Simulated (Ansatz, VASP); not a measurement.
Hg3SbAs: VASP beside Ansatz

Contents of INCAR:

```
SYSTEM = Hg3SbAs
PREC = Accurate
ENCUT = 520
EDIFF = 1E-6
ISMEAR = 0
SIGMA = 0.05
LREAL = .False.
LASPH = .True.
NELM = 100
ALGO = Normal
ISIF = 2
LWAVE = .False.
LCHARG = .True.
GGA = PS
LELF = .True.
LVHAR = .True.
NBANDS = 31
```

File KPOINTS:

```
regular mesh
0
Gamma
  4 4 4
  0 0 0
```

File POSCAR:

```
Hg3SbAs
1.0
    5.7452449947      0.0000000000      0.0000000000
    0.0000000000      5.7452449947      0.0000000000
    0.0000000000      0.0000000000      5.7452449947
Sb As Hg
1 1 3
Direct
    0.0000000000      0.0000000000      0.0000000000
    0.5000000000      0.5000000000      0.5000000000
    0.5000000000      0.5000000000      0.0000000000
    0.5000000000      0.0000000000      0.5000000000
    0.0000000000      0.5000000000      0.5000000000
```

Input for Ansatz:

```yaml
crystal:
  lattice:
    - [5.7452449947, 0.0, 0.0]
    - [0.0, 5.7452449947, 0.0]
    - [0.0, 0.0, 5.7452449947]
  atoms:
    - { symbol: Sb, position: [0.0, 0.0, 0.0] }
    - { symbol: As, position: [0.5, 0.5, 0.5] }
    - { symbol: Hg, position: [0.5, 0.5, 0.0] }
    - { symbol: Hg, position: [0.5, 0.0, 0.5] }
    - { symbol: Hg, position: [0.0, 0.5, 0.5] }
basis:
  ecutwfc: 420
kpoints:
  mp_grid: { grid: [4, 4, 4] }
hamiltonian:
  xc: pbesol
scf:
  occupations: { method: gaussian, width: 0.05 }
output:
  forces: true
  stress: true
  eigenvalues: true
```

The cell comes from a database or a generator and needn't be the stable form of this composition.

Alike in both runs: task single point; functional PBEsol; k mesh 4 × 4 × 4; occupations gaussian, width 0.05 eV; no spin polarisation.

|  | VASP | Ansatz |
| --- | --- | --- |
| version | VASP 6.6.1 | Ansatz 0.2.0 |
| potentials or method | VASP PAW PBE potentials, release 64 (Sb, As, Hg) | scalar-relativistic, plane waves, PAW |
| plane-wave cutoff (eV) | 520 | 420 |
| valence electrons in the cell | 46 | 90 |

```tsv
	VASP	Ansatz	Ansatz less VASP
gap on the k mesh at the Fermi level (eV)	none	none	-
pressure (GPa)	-5.9	-6.0	-0.07
```

A gap of «none» marks a metal or a gap that the smearing closes. The two sets of potentials don't hold the same shells in valence.

Caveats: the PAW data sets were made with another functional, which shifts forces and pressure a little (VASP). The runs have no spin-orbit coupling, so splittings on Hg, Sb are missing.
